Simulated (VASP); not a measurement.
An input for Quantum ESPRESSO's pw.x (written as the equivalent of a VASP run, and not itself run):

```
&CONTROL
  calculation = 'scf'
  pseudo_dir = './pseudo'
  outdir = './out'
  tprnfor = .true.
  tstress = .false.
/
&SYSTEM
  ibrav = 0
  nat = 4
  ntyp = 2
  ecutwfc = 84
  occupations = 'smearing'
  smearing = 'gaussian'
  degauss = 0.000735
  input_dft = 'hse'
  nqx1 = 3
  nqx2 = 3
  nqx3 = 2
  screening_parameter = 0.1058
/
&ELECTRONS
  conv_thr = 7.3e-08
  electron_maxstep = 100
/
ATOMIC_SPECIES
  Mg 24.305 Mg.upf
  Te 127.600 Te.upf
CELL_PARAMETERS angstrom
     4.5902000    0.0000000    0.0000000
    -2.2951000    3.9752300    0.0000000
     0.0000000    0.0000000    7.4378100
ATOMIC_POSITIONS crystal
  Mg   0.3376330  0.6684300  0.9974190
  Mg   0.6536700  0.3203140  0.4978160
  Te   0.3424000  0.6792180  0.3704770
  Te   0.6662970  0.3320390  0.8742890
K_POINTS automatic
  3 3 2 0 0 0
```

Task: Write the VASP files for the same calculation (HSE06).

Result: One answer among several that fit: 
### KPOINTS
```
Automatic mesh
0
Gamma
3 3 2
0 0 0
```

**INCAR**
```
AEXX  =  0.25
ALGO  =  Normal
EDIFF  =  1E-6
ENCUT  =  300
GGA  =  PE
HFSCREEN  =  0.2
ISIF  =  2
ISMEAR  =  0
ISYM  =  3
LASPH  =  T
LCHARG  =  F
LHFCALC  =  T
LMAXMIX  =  4
LREAL  =  F
LWAVE  =  F
NELM  =  100
PREC  =  Accurate
PRECFOCK  =  Fast
SIGMA  =  0.01
SYSTEM  =  MgTe
```

**POSCAR**
```
MgTe
1
    4.5902000000     0.0000000000     0.0000000000
   -2.2951000000     3.9752300000     0.0000000000
    0.0000000000     0.0000000000     7.4378100000
Mg Te
2 2
Direct
  0.3376330000   0.6684300000   0.9974190000
  0.6536700000   0.3203140000   0.4978160000
  0.3424000000   0.6792180000   0.3704770000
  0.6662970000   0.3320390000   0.8742890000
```

POTCAR, in this order: Mg Te (PBE.64 set). Program: vasp_std.

The two are equivalent in intent, not identical: the potentials are each code's own (VASP's PAW set, PseudoDojo norm-conserving files in pw.x), so ENCUT and ecutwfc are chosen apart and not converted; conv_thr bounds pw.x's estimated SCF error, while EDIFF bounds the energy change between steps.

The structure comes from a computed database's MgTe entry; how it stands against other phases isn't given here. The cell was not relaxed at this level, atoms are displaced from their ideal sites. The k-mesh is coarse (spacing up to 0.53 per Å, 2π included), so the numbers may not be converged in it. The run is one of a series of settings (KPOINTS 3×3×2 Γ-centred mesh against the base run), some of them coarse on purpose.
